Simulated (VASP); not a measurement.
An input for Quantum ESPRESSO's pw.x (written as the equivalent of a VASP run, and not itself run):

```
&CONTROL
  calculation = 'vc-relax'
  pseudo_dir = './pseudo'
  outdir = './out'
  tprnfor = .true.
  tstress = .true.
  nstep = 40
  forc_conv_thr = 0.00039
/
&SYSTEM
  ibrav = 0
  nat = 3
  ntyp = 2
  ecutwfc = 84
  occupations = 'smearing'
  smearing = 'gaussian'
  degauss = 0.003675
  input_dft = 'pbe'
/
&ELECTRONS
  conv_thr = 7.3e-09
  electron_maxstep = 100
/
&IONS
/
&CELL
  press = 300
/
ATOMIC_SPECIES
  Pt 195.084 Pt.upf
  S 32.060 S.upf
CELL_PARAMETERS angstrom
     1.7866999   -3.0946550    0.0000000
     1.7866999    3.0946550    0.0000000
     0.0000000    0.0000000    6.1396524
ATOMIC_POSITIONS crystal
  Pt   0.0000000  0.0000000  0.0000000
  S    0.3333330  0.6666670  0.1995897
  S    0.6666670  0.3333330  0.8004103
K_POINTS automatic
  8 8 4 0 0 0
```

### Question
Write the VASP files for the same calculation (PBE).

### Answer
This is not unique; one that fits is 
**KPOINTS**
```
kpoints
0
Gamma
8 8 4
```

**POSCAR**
```
PtS2
1
    1.7866998760    -3.0946550357     0.0000000000
    1.7866998760     3.0946550357     0.0000000000
    0.0000000000     0.0000000000     6.1396524263
Pt S
1 2
Direct
  0.0000000000   0.0000000000   0.0000000000
  0.3333330000   0.6666670000   0.1995896725
  0.6666670000   0.3333330000   0.8004103275
```

### INCAR
```
SYSTEM=PtS2
PREC=Accurate; ENCUT=480; LREAL=F
LASPH=T
EDIFF=1E-7; NELM=100; ALGO=Normal
LMAXMIX=6
ISMEAR=0; SIGMA=0.05
GGA=PE
IBRION=2; NSW=40; ISIF=3
EDIFFG=-0.01; PSTRESS=300
LWAVE=F; LCHARG=F
```

POTCAR, in this order: Pt S (PBE.64 set). Program: vasp_std.

The two are equivalent in intent, not identical: the potentials are each code's own (VASP's PAW set, PseudoDojo norm-conserving files in pw.x), so ENCUT and ecutwfc are chosen apart and not converted; conv_thr bounds pw.x's estimated SCF error, while EDIFF bounds the energy change between steps; forc_conv_thr acts on force components and is met together with etot_conv_thr.

The compound is PtS2 in the 1T layered structure. This run relaxes it under an external pressure of 30 GPa. Symmetry was kept, so distortions that lower it aren't found. The k-mesh is coarse (spacing up to 0.39 per Å, 2π included), so the numbers may not be converged in it.
